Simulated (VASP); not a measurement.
# CsSnI3: the band gap, functional by functional, part 2 of 3

How does the band gap of CsSnI3 depend on the functional? The starting structure is a computed structure from the Materials Project. Cell and atoms stay as given. Meshes and data sets differ where the inputs say so.

VASP 6.6.1.

Results so far: LDA 0.421 eV; PBE 0.468 eV; r2SCAN 0.600 eV.

## Step 5: Bands with TB-mBJ

Level of this step: TB-mBJ; plane waves and PAW (Cs_sv, I, Sn_d) (VASP).

TB-mBJ is a local potential fitted to gaps: it costs far less than a hybrid but gives no energy. Its energies, forces and stress mean nothing.

INCAR reads:

```
SYSTEM = CsSnI3
PREC = Accurate
ENCUT = 350
EDIFF = 1E-06
NELM = 150
ISMEAR = 0
SIGMA = 0.03
LREAL = .FALSE.
ALGO = Normal
METAGGA = MBJ
LASPH = .TRUE.
NBANDS = 37
LORBIT = 11
LWAVE = .FALSE.
LCHARG = .FALSE.
KPAR = 8
```

POSCAR reads:

```
CsSnI3
1.0
    6.2862280000      0.0000000000      0.0000000000
    0.0000000000      6.2862280000      0.0000000000
    0.0000000000      0.0000000000      6.2862280000
Cs I Sn
1 3 1
Direct
    0.5000000000      0.5000000000      0.5000000000
    0.0000000000      0.5000000000      0.0000000000
    0.0000000000      0.0000000000      0.5000000000
    0.5000000000      0.0000000000      0.0000000000
    0.0000000000      0.0000000000      0.0000000000
```

KPOINTS reads:

```
Automatic mesh
0
Gamma
4 4 4
0 0 0
```

KPOINTS_OPT reads:

```
Line mode
8
Line-mode
Reciprocal
  0.00000000   0.00000000   0.00000000 GAMMA
  0.00000000   0.50000000   0.00000000 X

  0.00000000   0.50000000   0.00000000 X
  0.50000000   0.50000000   0.00000000 M

  0.50000000   0.50000000   0.00000000 M
  0.00000000   0.00000000   0.00000000 GAMMA

  0.00000000   0.00000000   0.00000000 GAMMA
  0.50000000   0.50000000   0.50000000 R

  0.50000000   0.50000000   0.50000000 R
  0.00000000   0.50000000   0.00000000 X

  0.50000000   0.50000000   0.00000000 M
  0.50000000   0.50000000   0.50000000 R
```

The projector-augmented-wave data sets are Cs_sv, I and Sn_d (PBE family, release 64).

Started as:

```sh
mpirun -np 8 vasp_std
```

What it wrote:

```text
[banner, memory and clock lines left out]
running    8 mpi-ranks, on    1 nodes
[...]
[... a notice as in an earlier step ...]

 [... a notice as in an earlier step ...]

 LDA part: xc-table for (None), standard interpolation
 POSCAR, INCAR and KPOINTS ok, starting setup
[...]
entering main loop
       N       E                     dE             d eps       ncg     rms          rms(c)
DAV:   1     0.198722425643E+04    0.19872E+04   -0.13891E+04   748   0.779E+02
DAV:   2     0.172658718603E+04   -0.26064E+03   -0.24581E+03   865   0.200E+02
DAV:   3     0.169145192933E+04   -0.35135E+02   -0.34785E+02   919   0.865E+01
DAV:   4     0.169020024808E+04   -0.12517E+01   -0.12495E+01   904   0.200E+01
[...]
DAV:  39     0.169339029964E+04   -0.28660E-04   -0.39492E-09   400   0.321E-04    0.665E-04
DAV:  40     0.169339020701E+04   -0.92630E-04   -0.75213E-10   390   0.178E-04    0.210E-04
DAV:  41     0.169339020796E+04    0.94956E-06   -0.50488E-10   400   0.113E-04
   1 F= 0.16933902E+04 E0= 0.16933902E+04  d E =-.535926E-13
 Start KPOINTS_OPT (optional k-point list driver)
k-point batch [1-10\48]
       N       E                     dE             ncg
DAV:   1    -0.340418320387E+03   -0.36061E+04      748
DAV:   2    -0.311235586881E+04   -0.27719E+04      891
DAV:   3    -0.346206273548E+04   -0.34971E+03      916
DAV:   4    -0.347391968972E+04   -0.11857E+02      915
DAV:   5    -0.347446263374E+04   -0.54294E+00     1182
DAV:   6    -0.347446756368E+04   -0.49299E-02      979
DAV:   7    -0.347446778444E+04   -0.22076E-03     1110
DAV:   8    -0.347446778780E+04   -0.33674E-05      883
DAV:   9    -0.347446778792E+04   -0.12108E-06      593
[...]
k-point batch [41-48\48]
       N       E                     dE             ncg
DAV:   1     0.982225071717E+03   -0.69379E+04      600
DAV:   2    -0.114191075155E+04   -0.21241E+04      693
DAV:   3    -0.140813241170E+04   -0.26622E+03      748
DAV:   4    -0.141722786405E+04   -0.90955E+01      707
DAV:   5    -0.141764458901E+04   -0.41672E+00     1024
DAV:   6    -0.141764811593E+04   -0.35269E-02      766
DAV:   7    -0.141764827454E+04   -0.15861E-03      912
DAV:   8    -0.141764827804E+04   -0.34988E-05      699
DAV:   9    -0.141764827816E+04   -0.11908E-06      536
```

It took 45 s on 8 MPI ranks of Intel Xeon 6975P-C (Granite Rapids), shared host; peak memory 2.7 GiB; 5.9 min of CPU time.

From OUTCAR (step 5):

```text
  Total      -20.8159366    -20.8159366    -20.8159366     -0.0000000     -0.0000000      0.0000000
  in kB     -134.2567568   -134.2567568   -134.2567568     -0.0000000     -0.0000000      0.0000000
  external PRESSURE =    -134.2567568 kB  Pullay stress =       0.0000000 kB

 POSITION                                       TOTAL-FORCE (eV/Angst)
 -----------------------------------------------------------------------------------
      3.14311      3.14311      3.14311         0.000000      0.000000      0.000000
      0.00000      3.14311      0.00000         0.000000      0.000000      0.000000
      0.00000      0.00000      3.14311         0.000000      0.000000      0.000000
      3.14311      0.00000      0.00000         0.000000      0.000000      0.000000
      0.00000      0.00000      0.00000         0.000000      0.000000      0.000000
 -----------------------------------------------------------------------------------
    total drift:                               -0.000000      0.000000     -0.000000

  FREE ENERGIE OF THE ION-ELECTRON SYSTEM (eV)
  ---------------------------------------------------
  free  energy   TOTEN  =      1693.3902079571 eV

  energy  without entropy=     1693.3902079571  energy(sigma->0) =     1693.39020796

[... 2 parts as in an earlier step ...]

[... 1 further part left out ...]
[key lines of the parts left out:]
E-fermi :   2.9132
```

TB-mBJ gives a direct gap of 0.816 eV. The least gap is +0.395 eV from that of LDA.

## Step 6: Bands with LDA + spin-orbit coupling

Spin-orbit coupling is switched on in this step.

INCAR reads:

```
SYSTEM = CsSnI3
PREC = Accurate
ENCUT = 350
EDIFF = 1E-06
NELM = 100
ISMEAR = 0
SIGMA = 0.03
LREAL = .FALSE.
ALGO = Normal
GGA = CA
LNONCOLLINEAR = .TRUE.
MAGMOM = 0 0 0 0 0 0 0 0 0 0 0 0 0 0 0
NBANDS = 56
GGA_COMPAT = .FALSE.
LASPH = .TRUE.
LSORBIT = .TRUE.
LORBIT = 11
LWAVE = .FALSE.
LCHARG = .FALSE.
KPAR = 8
```

POSCAR is that of step 5.

KPOINTS is that of step 5.

KPOINTS_OPT is that of step 5.

PAW data sets: Cs_sv, I and Sn_d (LDA family, release 64).

Started as:

```sh
mpirun -np 8 vasp_ncl
```

What it wrote:

```text
[banner, memory and clock lines left out]
running    8 mpi-ranks, on    1 nodes
[...]
[... a notice as in an earlier step ...]

 LDA part: xc-table for (Slater(with rela. corr.)+CA(PZ))
 , standard interpolation
 POSCAR, INCAR and KPOINTS ok, starting setup
[...]
entering main loop
       N       E                     dE             d eps       ncg     rms          rms(c)
DAV:   1     0.315506695543E+03    0.31551E+03   -0.14346E+04  1184   0.105E+03
DAV:   2     0.252350573962E+02   -0.29027E+03   -0.28130E+03  1304   0.256E+02
DAV:   3    -0.148814970719E+02   -0.40117E+02   -0.39832E+02  1296   0.117E+02
DAV:   4    -0.167248074379E+02   -0.18433E+01   -0.18373E+01  1416   0.310E+01
[...]
DAV:  13    -0.164601151705E+02    0.12220E-04   -0.29684E-05  1344   0.315E-02    0.983E-03
DAV:  14    -0.164601138219E+02    0.13486E-05   -0.80055E-06  1328   0.121E-02    0.356E-03
DAV:  15    -0.164601138597E+02   -0.37885E-07   -0.47088E-07   856   0.434E-03
   1 F= -.16460114E+02 E0= -.16459880E+02  d E =-.468698E-03  mag=     0.0000    -0.0000     0.0000
 Start KPOINTS_OPT (optional k-point list driver)
k-point batch [1-10\48]
       N       E                     dE             ncg
DAV:   1    -0.312995546646E+03   -0.29296E+04     1200
DAV:   2    -0.315419088156E+04   -0.28412E+04     1304
DAV:   3    -0.354758427380E+04   -0.39339E+03     1288
DAV:   4    -0.356525378349E+04   -0.17670E+02     1440
DAV:   5    -0.356593039609E+04   -0.67661E+00     1664
DAV:   6    -0.356594191161E+04   -0.11516E-01     1520
DAV:   7    -0.356594235825E+04   -0.44664E-03     1688
DAV:   8    -0.356594236671E+04   -0.84589E-05     1456
DAV:   9    -0.356594236680E+04   -0.93528E-07      968
[...]
k-point batch [41-48\48]
       N       E                     dE             ncg
DAV:   1     0.724784985514E+03   -0.66682E+04      944
DAV:   2    -0.153493467026E+04   -0.22597E+04     1040
DAV:   3    -0.185474572214E+04   -0.31981E+03     1088
DAV:   4    -0.186970483441E+04   -0.14959E+02     1040
DAV:   5    -0.187027728480E+04   -0.57245E+00     1336
DAV:   6    -0.187028521104E+04   -0.79262E-02     1112
DAV:   7    -0.187028554854E+04   -0.33749E-03     1344
DAV:   8    -0.187028555195E+04   -0.34101E-05     1048
DAV:   9    -0.187028555204E+04   -0.93396E-07      632
```

Wall time 80 s (8 MPI ranks); peak memory 4.3 GiB.

From OUTCAR (step 6):

```text
  Total       -2.8352744     -2.8352744     -2.8352744      0.0000000      0.0000000     -0.0000000
  in kB      -18.2866980    -18.2866980    -18.2866980      0.0000000      0.0000000     -0.0000000
  external PRESSURE =     -18.2866980 kB  Pullay stress =       0.0000000 kB

 POSITION                                       TOTAL-FORCE (eV/Angst)
 -----------------------------------------------------------------------------------
      3.14311      3.14311      3.14311         0.000000      0.000000      0.000000
      0.00000      3.14311      0.00000         0.000000      0.000000      0.000000
      0.00000      0.00000      3.14311         0.000000      0.000000      0.000000
      3.14311      0.00000      0.00000         0.000000      0.000000      0.000000
      0.00000      0.00000      0.00000         0.000000      0.000000      0.000000
 -----------------------------------------------------------------------------------
    total drift:                                0.000000      0.000000      0.000000

  FREE ENERGIE OF THE ION-ELECTRON SYSTEM (eV)
  ---------------------------------------------------
  free  energy   TOTEN  =       -16.4601138597 eV

  energy  without entropy=      -16.4596451618  energy(sigma->0) =      -16.45987951

 magnetization (x)
# of ion       s       p       d       tot
------------------------------------------
    1       -0.000   0.000  -0.000  -0.000
    2        0.000  -0.000  -0.000   0.000
    3       -0.000  -0.000  -0.000  -0.000
    4        0.000   0.000   0.000   0.000
    5        0.000   0.000   0.000   0.000
--------------------------------------------------
tot          0.000   0.000  -0.000   0.000

 magnetization (y)
# of ion       s       p       d       tot
------------------------------------------
    1        0.000   0.000   0.000   0.000
    2        0.000   0.000  -0.000   0.000
    3        0.000   0.000   0.000   0.000
    4       -0.000   0.000  -0.000  -0.000
    5       -0.000   0.000   0.000  -0.000
--------------------------------------------------
tot         -0.000   0.000   0.000   0.000

 magnetization (z)
# of ion       s       p       d       tot
------------------------------------------
    1        0.000   0.000  -0.000   0.000
    2        0.000   0.000   0.000   0.000
    3        0.000   0.000   0.000   0.000
    4        0.000  -0.000   0.000   0.000
    5       -0.000   0.000   0.000   0.000
--------------------------------------------------
tot          0.000   0.000   0.000   0.000

[... 1 part as in an earlier step ...]

[... 2 further parts left out ...]
[key lines of the parts left out:]
E-fermi :   2.2637
```

LDA + spin-orbit coupling gives a direct gap of 0.021 eV. Read at the sampled points alone, a gap this small can hide bands that cross between them, as inverted bands do. The least gap is -0.400 eV from that of LDA.

## Step 7: Bands with r2SCAN + spin-orbit coupling

INCAR: that of step 6 with these lines changed.

```diff
@@ -9,3 +9,4 @@
 ALGO = Normal
-GGA = CA
+METAGGA = R2SCAN
+LASPH = .TRUE.
 LNONCOLLINEAR = .TRUE.
@@ -14,3 +15,2 @@
 GGA_COMPAT = .FALSE.
-LASPH = .TRUE.
 LSORBIT = .TRUE.
```

POSCAR is that of step 6.

KPOINTS is that of step 6.

KPOINTS_OPT is that of step 6.

PAW data sets: Cs_sv, I and Sn_d (PBE family, release 64).

Started as:

```sh
mpirun -np 8 vasp_ncl
```

What it wrote:

```text
[... set-up lines as in an earlier step ...]
 entering main loop
       N       E                     dE             d eps       ncg     rms          rms(c)
DAV:   1     0.201927940739E+03    0.20193E+03   -0.14647E+04  1184   0.108E+03
DAV:   2    -0.945192369659E+02   -0.29645E+03   -0.28723E+03  1304   0.261E+02
DAV:   3    -0.135195201031E+03   -0.40676E+02   -0.40386E+02  1288   0.119E+02
DAV:   4    -0.136923060268E+03   -0.17279E+01   -0.17218E+01  1352   0.306E+01
[...]
DAV:  13    -0.129174973026E+03   -0.68789E-04   -0.95004E-05  1248   0.684E-02    0.108E-02
DAV:  14    -0.129174974802E+03   -0.17754E-05   -0.74405E-06  1432   0.201E-02    0.968E-03
DAV:  15    -0.129174975248E+03   -0.44690E-06   -0.16960E-06  1104   0.712E-03
   1 F= -.12917498E+03 E0= -.12917498E+03  d E =-.989738E-09  mag=    -0.0000    -0.0000    -0.0000
 Start KPOINTS_OPT (optional k-point list driver)
k-point batch [1-10\48]
       N       E                     dE             ncg
DAV:   1    -0.314939622056E+03   -0.29316E+04     1200
DAV:   2    -0.331433318565E+04   -0.29994E+04     1328
DAV:   3    -0.370793453525E+04   -0.39360E+03     1248
DAV:   4    -0.372411358470E+04   -0.16179E+02     1432
DAV:   5    -0.372472698540E+04   -0.61340E+00     1736
DAV:   6    -0.372473362988E+04   -0.66445E-02     1520
DAV:   7    -0.372473385582E+04   -0.22594E-03     1768
DAV:   8    -0.372473385853E+04   -0.27060E-05     1440
DAV:   9    -0.372473385860E+04   -0.73529E-07      992
[...]
k-point batch [41-48\48]
       N       E                     dE             ncg
DAV:   1     0.732991955980E+03   -0.66600E+04      952
DAV:   2    -0.165404865323E+04   -0.23870E+04     1032
DAV:   3    -0.198122091912E+04   -0.32717E+03     1064
DAV:   4    -0.199532931127E+04   -0.14108E+02     1008
DAV:   5    -0.199589267553E+04   -0.56336E+00     1344
DAV:   6    -0.199589934409E+04   -0.66686E-02     1112
DAV:   7    -0.199589959348E+04   -0.24938E-03     1352
DAV:   8    -0.199589959650E+04   -0.30261E-05     1112
DAV:   9    -0.199589959658E+04   -0.79173E-07      616
```

Run time: 4.3 min. Hardware: 8 MPI ranks; peak memory 5.1 GiB.

From OUTCAR (step 7):

```text
  Total       -0.6179899     -0.6179899     -0.6179899     -0.0000000     -0.0000000     -0.0000000
  in kB       -3.9858559     -3.9858559     -3.9858559     -0.0000000     -0.0000000     -0.0000000
  external PRESSURE =      -3.9858559 kB  Pullay stress =       0.0000000 kB

  FREE ENERGIE OF THE ION-ELECTRON SYSTEM (eV)
  ---------------------------------------------------
  free  energy   TOTEN  =      -129.1749752484 eV

  energy  without entropy=     -129.1749752474  energy(sigma->0) =     -129.17497525

 magnetization (x)
# of ion       s       p       d       tot
------------------------------------------
    1        0.000  -0.000   0.000   0.000
    2        0.000  -0.000   0.000   0.000
    3       -0.000  -0.000   0.000  -0.000
    4       -0.000   0.000   0.000  -0.000
    5       -0.000  -0.000  -0.000  -0.000
--------------------------------------------------
tot          0.000  -0.000   0.000  -0.000

 magnetization (y)
# of ion       s       p       d       tot
------------------------------------------
    1        0.000  -0.000   0.000   0.000
    2        0.000  -0.000  -0.000  -0.000
    3        0.000  -0.000  -0.000   0.000
    4       -0.000  -0.000  -0.000  -0.000
    5       -0.000  -0.000   0.000  -0.000
--------------------------------------------------
tot          0.000  -0.000  -0.000  -0.000

 magnetization (z)
# of ion       s       p       d       tot
------------------------------------------
    1        0.000   0.000   0.000   0.000
    2        0.000  -0.000   0.000   0.000
    3        0.000   0.000   0.000   0.000
    4       -0.000  -0.000  -0.000  -0.000
    5       -0.000   0.000   0.000  -0.000
--------------------------------------------------
tot         -0.000   0.000   0.000  -0.000

[... 3 parts as in an earlier step ...]

[... 1 further part left out ...]
[key lines of the parts left out:]
E-fermi :   2.5369
```

r2SCAN + spin-orbit coupling gives a direct gap of 0.218 eV. The least gap is -0.383 eV from that of r2SCAN.

## Step 8: Bands with TB-mBJ + spin-orbit coupling

INCAR: that of step 7 with these lines changed.

```diff
@@ -4,3 +4,3 @@
 EDIFF = 1E-06
-NELM = 100
+NELM = 150
 ISMEAR = 0
@@ -9,3 +9,3 @@
 ALGO = Normal
-METAGGA = R2SCAN
+METAGGA = MBJ
 LASPH = .TRUE.
```

POSCAR is that of step 7.

KPOINTS is that of step 7.

KPOINTS_OPT is that of step 7.

Started as:

```sh
mpirun -np 8 vasp_ncl
```

What it wrote:

```text
[... set-up lines as in an earlier step ...]
 entering main loop
       N       E                     dE             d eps       ncg     rms          rms(c)
DAV:   1     0.201753887575E+04    0.20175E+04   -0.14290E+04  1168   0.105E+03
DAV:   2     0.172996822517E+04   -0.28757E+03   -0.27882E+03  1312   0.255E+02
DAV:   3     0.169127576593E+04   -0.38692E+02   -0.38215E+02  1288   0.114E+02
DAV:   4     0.168962227039E+04   -0.16535E+01   -0.16466E+01  1360   0.293E+01
[...]
DAV:  55     0.169275772177E+04    0.31691E-05   -0.56241E-12   704   0.109E-05    0.141E-05
DAV:  56     0.169275772391E+04    0.21420E-05   -0.49241E-12   704   0.946E-06    0.659E-06
DAV:  57     0.169275772419E+04    0.28656E-06   -0.17785E-12   704   0.862E-06
   1 F= 0.16927577E+04 E0= 0.16927577E+04  d E =-.605367E-12  mag=     0.0000    -0.0000    -0.0000
 Start KPOINTS_OPT (optional k-point list driver)
k-point batch [1-10\48]
       N       E                     dE             ncg
DAV:   1    -0.102554680806E+03   -0.27192E+04     1192
DAV:   2    -0.309114152451E+04   -0.29886E+04     1328
DAV:   3    -0.346245232648E+04   -0.37131E+03     1256
DAV:   4    -0.347640412793E+04   -0.13952E+02     1504
DAV:   5    -0.347686338055E+04   -0.45925E+00     1816
DAV:   6    -0.347687397304E+04   -0.10592E-01     1824
DAV:   7    -0.347687420860E+04   -0.23556E-03     1808
DAV:   8    -0.347687421625E+04   -0.76532E-05     1616
DAV:   9    -0.347687421656E+04   -0.30527E-06     1096
[...]
k-point batch [41-48\48]
       N       E                     dE             ncg
DAV:   1     0.894566281075E+03   -0.64984E+04      968
DAV:   2    -0.148262801913E+04   -0.23772E+04     1056
DAV:   3    -0.178851258344E+04   -0.30588E+03     1040
DAV:   4    -0.180098660528E+04   -0.12474E+02     1088
DAV:   5    -0.180149265753E+04   -0.50605E+00     1480
DAV:   6    -0.180150119321E+04   -0.85357E-02     1288
DAV:   7    -0.180150157480E+04   -0.38159E-03     1432
DAV:   8    -0.180150158963E+04   -0.14833E-04     1304
DAV:   9    -0.180150159034E+04   -0.70193E-06      848
```

It took 3.8 min on 8 MPI ranks; peak memory 5.3 GiB; 31 min of CPU time.

From OUTCAR (step 8):

```text
  Total      -20.7497323    -20.7497323    -20.7497323     -0.0000000     -0.0000000      0.0000000
  in kB     -133.8297586   -133.8297586   -133.8297586     -0.0000000     -0.0000000      0.0000000
  external PRESSURE =    -133.8297586 kB  Pullay stress =       0.0000000 kB

  FREE ENERGIE OF THE ION-ELECTRON SYSTEM (eV)
  ---------------------------------------------------
  free  energy   TOTEN  =      1692.7577241943 eV

  energy  without entropy=     1692.7577241943  energy(sigma->0) =     1692.75772419

 magnetization (x)
# of ion       s       p       d       tot
------------------------------------------
    1        0.000  -0.000   0.000  -0.000
    2       -0.000   0.000  -0.000  -0.000
    3       -0.000   0.000   0.000   0.000
    4       -0.000  -0.000  -0.000  -0.000
    5        0.000  -0.000  -0.000  -0.000
--------------------------------------------------
tot         -0.000  -0.000  -0.000  -0.000

 magnetization (y)
# of ion       s       p       d       tot
------------------------------------------
    1       -0.000   0.000  -0.000  -0.000
    2        0.000   0.000  -0.000   0.000
    3        0.000   0.000   0.000   0.000
    4        0.000   0.000   0.000   0.000
    5        0.000   0.000  -0.000   0.000
--------------------------------------------------
tot         -0.000   0.000   0.000   0.000

 magnetization (z)
# of ion       s       p       d       tot
------------------------------------------
    1        0.000   0.000   0.000   0.000
    2        0.000   0.000   0.000   0.000
    3        0.000  -0.000  -0.000  -0.000
    4       -0.000   0.000  -0.000  -0.000
    5        0.000   0.000   0.000   0.000
--------------------------------------------------
tot          0.000   0.000  -0.000   0.000

[... 3 parts as in an earlier step ...]

[... 1 further part left out ...]
[key lines of the parts left out:]
E-fermi :   2.9764
```

TB-mBJ + spin-orbit coupling gives a direct gap of 0.441 eV. The least gap is -0.375 eV from that of TB-mBJ.

(Continued in part 3 of 3.)

[Lines on the potential files, build, host, timing and source positions are cut from VASP's logs without a mark.]

[Logs are printed without paths, hosts, clocks, repeated set-up lines and the standing remarks that a program may print on its own settings, such as how far it seeks lower states.]

[Hosts, paths, dates, database ids (printed as entryN), source tags and the programs' standing remarks are cut or masked in the printed files.]
